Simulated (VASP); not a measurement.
Write the native input for VASP 6.6.1 that does the following.

- Task: single point
- Functional: PBE
- Dispersion: D3(BJ)
- Potentials or basis: VASP PAW PBE potentials, release 64 (Be, Cl)
- Cutoff: 520 eV
- k mesh: 4 × 4 × 1
- Occupations: gaussian, width 0.15 eV
- Spin: no spin polarisation
- Dipole correction: no
- Further INCAR settings: LREAL = Auto; ALGO = Fast; EDIFF = 1e-06; NBANDS = 50

The structure of Be27Cl lies in POSCAR:

```
Be27Cl
1.0
    6.8700000000      0.0000000000      0.0000000000
    3.4350000000      5.9495950000      0.0000000000
    0.0000000000      0.0000000000     16.5884300000
Be Cl
27 1
Direct
    0.0000000000      0.0000000000      0.0602829804
    0.3333333333      0.0000000000      0.0602829804
    0.6666666667      0.0000000000      0.0602829804
    0.0000000280      0.3333332773      0.0602829804
    0.3333333613      0.3333332773      0.0602829804
    0.6666666947      0.3333332773      0.0602829804
   -0.0000000280      0.6666667227      0.0602829804
    0.3333333053      0.6666667227      0.0602829804
    0.6666666387      0.6666667227      0.0602829804
   -0.1179695614      0.2125018594      0.1715953228
    0.2342591984      0.2166172655      0.1686740095
    0.5473151973      0.2327879461      0.1671632578
   -0.1174096587      0.5702193174      0.1695127869
    0.2131490686      0.5482008439      0.1677177406
    0.5683265672      0.5481282339      0.1674140952
   -0.0985006758      0.8817512789      0.1655318195
    0.2111104996      0.9083248524      0.1716565100
    0.5459460190      0.8849198979      0.1692943817
   -0.0083530342     -0.0075524468      0.2752957332
    0.3425500342     -0.0150601848      0.2809683617
    0.6724954372     -0.0022851976      0.2722575313
   -0.0159730960      0.3421627859      0.2778417849
    0.3391819728      0.3419752101      0.2761735137
    0.6595003747      0.3358769799      0.2763725681
   -0.0035356171      0.6742025298      0.2752324964
    0.3333817194      0.6632353967      0.2739114552
    0.6646077585      0.6663364481      0.2764386383
    0.1762211230      0.1828529505      0.3804813958
```

The cell was built by a generator and needn't be a form met in nature.

The input as run:

INCAR

```
ALGO = Fast
EDIFF = 1E-6
ENCUT = 520
GGA = PE
ISIF = 2
ISMEAR = 0
IVDW = 12
LASPH = True
LCHARG = False
LREAL = Auto
LWAVE = False
NBANDS = 50
NELM = 80
PREC = Accurate
SIGMA = 0.15
```

KPOINTS

```
k-points
0
Gamma
  4 4 1
```

Potentials or basis: VASP PAW PBE potentials, release 64 (Be, Cl).

Launch:

```bash
$ cat potpaw_PBE.64/Be/POTCAR potpaw_PBE.64/Cl/POTCAR > POTCAR
$ mpirun -np 1 vasp_std > vasp.out
```

Results of the run:

| Property | Result |
| --- | --- |
| Largest force | 0.309 eV/Å |
| Band gap on the k mesh | none (metal or under the smearing width) |
| Dispersion energy per atom | -0.225 eV |

Caveat: an odd number of electrons without spin polarisation forces a metal; a magnetic or distorted state may lie lower.

Run time: 15 min on 1 thread of Intel(R) Xeon(R) Platinum 8259CL CPU @ 2.50GHz (Skylake/Cascade Lake) (shared host), peak memory 0.79 GiB.
